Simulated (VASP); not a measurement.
Input:

```
CELL_PARAMETERS angstrom
      0.00000     2.73427     2.73427
      2.73427     0.00000     2.73427
      2.73427     2.73427     0.00000
ATOMIC_POSITIONS crystal
  Si 0.00000 0.00000 0.00000
  Si 0.25000 0.25000 0.25000
```

The numbers are results of HSE06 screened hybrid (exact exchange on a k-mesh reduced by 3x3x3), VASP's PBE PAW potentials (set 64) (plane waves; VASP), not measurements. Settings: PREC = Normal, EDIFF = 1E-5, 400 eV cut-off, 12×12×12 Γ-centred mesh, Gaussian smearing of 0.050 eV, potentials Si.

Exact exchange is summed on a reduced mesh (NKRED).

### Question
Estimate the energy per atom (σ→0).

### Answer

```json
{
 "energy per atom (σ→0)": "-6.293 eV/atom"
}
```

Total energies compare only between runs with the same potentials, cut-off and functional.

The compound is Si in the diamond structure. It was relaxed first. The cell's shape comes from a PBE relaxation.
